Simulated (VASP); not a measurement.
# How biaxial strain in the (001) plane changes Si, part 2 of 2

How do the elastic response and the band edges of Si follow biaxial strain in the (001) plane?

VASP 6.6.1, plane waves and PAW; the level of theory is named at each step.

So far: The starting structure; Relax the crystal, LDA; Strain along the normal, LDA; Band edges, HSE06; Band edges, LDA.

**5. Band edges, LDA (continued)**

Level of this step: LDA; plane waves and PAW (Si) (VASP).

OUTCAR, selected parts (step 5):

```text
  Total       -0.4191222     -0.4191222     -0.0000011      0.0000000      0.0000000      0.0000000
  in kB      -16.8303785    -16.8303785     -0.0000432      0.0000000      0.0000000      0.0000000
  external PRESSURE =     -11.2202667 kB  Pullay stress =       0.0000000 kB

 POSITION                                       TOTAL-FORCE (eV/Angst)
 -----------------------------------------------------------------------------------
      0.00000      0.00000      0.00000        -0.000000     -0.000000      0.000000
      1.36421      1.36421      1.33991         0.000000      0.000000      0.000000
 -----------------------------------------------------------------------------------
    total drift:                                0.000000      0.000000     -0.000000

  FREE ENERGIE OF THE ION-ELECTRON SYSTEM (eV)
  ---------------------------------------------------
  free  energy   TOTEN  =       -11.9113705778 eV

  energy  without entropy=      -11.9113705778  energy(sigma->0) =      -11.91137058

[... 1 part as in an earlier step ...]

[... 2 further parts left out ...]
[key lines of the parts left out:]
E-fermi :   5.9823
```

Read from the output:

* energy(sigma→0) of the program: -11.9114 eV
* stress, compression positive: xx, yy, zz -1.68, -1.68, 0.00 GPa

The run ends at a pressure of -1.12 GPa.

**6. The table**

LASPH is off in runs at LDA and on in runs at HSE06.

Hybrid runs start from orbitals of a short LDA run, not shown.

Runs beyond LDA use the data sets made with LDA; this shifts their levels slightly, and their total energies have another zero.

The other members went through these steps as far as the tables show, with the same cutoff and, step by step, the same mesh; 34 runs are not shown. The session took 0.40 core hours (wall time by ranks) on a shared machine.

```csv
in-plane strain (%),strain along the normal (%),"in-plane stress, tension positive (GPa)",energy above the unstrained row (meV/atom),"gap on the mesh, LDA (eV)"
-2.000,1.590,-3.700,8.944,0.214
-1.000,0.800,-1.795,2.207,0.335
-0.500,0.401,-0.885,0.553,0.395
0,0.000,-0.003,0.000,0.453
0.500,-0.398,0.856,0.517,0.368
1.000,-0.799,1.689,2.074,0.283
2.000,-1.615,3.272,8.195,0.116
```

Slopes at zero strain, from cubics through all rows: strain ratio -0.799, stress over strain 174 GPa. For a cubic crystal strained in (001) the ratio is −2C₁₂/C₁₁.

Band edges at HSE06, counted from the valence-band top at Γ, with one row partly withheld:

```csv
in-plane strain (%),gap (eV),conduction band at Γ (eV),Δ or X valley along z (eV),Δ or X valley along x (eV),"lowest conduction level at L, [111] (eV)","lowest conduction level at L, [-111] (eV)",second valence level below the top (eV),third valence level below the top (eV)
-2.000,0.892,3.245,1.232,0.892,2.266,2.266,0.000,0.284
-1.000,1.021,3.304,?,1.021,2.316,2.316,0.000,0.138
-0.500,1.084,3.334,1.169,1.084,2.328,2.328,0.000,0.068
0,1.146,3.364,1.146,1.146,2.330,2.330,0.000,0.000
0.500,1.057,3.295,1.056,1.141,2.259,2.259,0.066,0.066
1.000,0.969,3.228,0.968,1.137,2.183,2.183,0.131,0.131
2.000,0.794,3.097,0.792,1.131,2.019,2.019,0.256,0.256
```

Conduction masses, in electron masses:

```csv
in-plane strain (%),"Δz mass, longitudinal","Δz mass, transverse, at 0.85 of Γ–X","L [111] mass, longitudinal"
-2.000,0.920,0.182,1.707
-1.000,0.903,0.184,1.743
-0.500,0.896,0.186,1.771
0,0.888,0.186,1.751
0.500,0.881,0.189,1.727
1.000,0.872,0.190,1.717
2.000,0.854,0.193,1.654
```

Band edges at LDA, counted from the valence-band top at Γ:

```csv
in-plane strain (%),gap (eV),conduction band at Γ (eV),Δ or X valley along z (eV),Δ or X valley along x (eV),"lowest conduction level at L, [111] (eV)","lowest conduction level at L, [-111] (eV)",second valence level below the top (eV),third valence level below the top (eV)
-2.000,0.201,2.414,0.525,0.201,1.425,1.425,0.000,0.268
-1.000,0.322,2.472,0.484,0.322,1.471,1.471,0.000,0.130
-0.500,0.382,2.501,0.463,0.382,1.481,1.481,0.000,0.064
0,0.441,2.530,0.441,0.441,1.484,1.484,0.000,0.000
0.500,0.356,2.465,0.356,0.436,1.418,1.418,0.062,0.062
1.000,0.273,2.401,0.273,0.433,1.347,1.347,0.123,0.123
2.000,0.108,2.277,0.107,0.429,1.196,1.196,0.241,0.241
```

Conduction masses, in electron masses:

```csv
in-plane strain (%),"Δz mass, longitudinal","Δz mass, transverse, at 0.85 of Γ–X","L [111] mass, longitudinal"
-2.000,0.979,0.183,1.794
-1.000,0.960,0.186,1.837
-0.500,0.956,0.187,1.869
0,0.946,0.188,1.833
0.500,0.939,0.190,1.818
1.000,0.929,0.191,1.813
2.000,0.912,0.195,1.764
```

**7. A fit to the known rows**

The quantity to fit is the splitting of the Δ or X valleys (z less x) at HSE06: 0.340, 0.085, 0.000, -0.084, -0.169, -0.338 eV in the rows shown.

Fitting a parabola to the 6 known rows (d: strain along the axis less the strain across it, in %) gives E = 1.34e-4 d² + 0.09407 d + 4.32e-5 in eV; the residuals are 3.4e-5 eV r.m.s.

For the withheld row, d = 1.800, the fit gives 0.1698 eV.

**8. Checking the prediction**

The calculation gives 0.1697 eV, so the prediction is 0.0001 eV too high.

The splitting is Ξu times d, with d as a fraction, so the linear term gives Ξu = 9.4 eV.

**9. Results**

| Item | Value |
| --- | --- |
| ratio of normal to in-plane strain | -0.799 |
| biaxial modulus | 174 GPa |
| gap of the unstrained cell, HSE06 | 1.15 eV |
| gap of the unstrained cell, LDA | 0.44 eV |
| shear deformation potential Ξu of the Δ or X valleys | 9.4 eV |
| error of the predicted row | 0.1 meV |
| valence shear potential \|b\|, HSE06 | 2.49 eV |

In words: As a check, the curvature of the energy gives 174 GPa for the same modulus (energy per volume = M × strain²), 0 % from the slope of the stress. At HSE06 the lowest conduction valley is Δ or X throughout, and the gap runs between 0.79 and 1.15 eV. At LDA the lowest conduction valley is Δ or X throughout, and the gap runs between 0.11 and 0.44 eV. Without spin-orbit coupling the three valence levels split by 3|b| times the difference of the strains; the rows within 1 % give |b| = 2.49 eV. Hole masses are left out throughout, since the top bands are degenerate or cross in many series; of conduction masses, those of the Γ, L and (for Si and Ge under (001) strain) Δ valleys are kept where they change by under an eighth between rows. A measured gap of unstrained Si is 1.1 eV (arxiv:1111.5263, band gap, quoted experimental value, temperature not given); the static gaps here belong to the lattice relaxed at LDA. HSE06 ran on a coarser mesh than the semilocal levels. Semilocal gaps are as a rule too small. Spin-orbit coupling is left out at HSE06 and LDA, so the valence splittings there lack it. Δ or X levels are the lowest on their line, refined by a parabola unless they lie at X; the gap is read from all points sampled and can differ from the lowest valley by some meV, or by tens of meV where strain moves the valence top off Γ. Temperature, zero-point motion and excitons are left out.

[Lines on the potential files, build, host, timing and source positions are cut from VASP's logs without a mark.]

[Logs are printed without paths, hosts, clocks, repeated set-up lines and the standing remarks that a program may print on its own settings, such as how far it seeks lower states.]

[Hosts, paths, dates, database ids (printed as entryN), source tags and the programs' standing remarks are cut or masked in the printed files.]

[In band tables of VASP the shares of atoms and orbitals are scaled to a sum of 1 inside the atoms' spheres.]
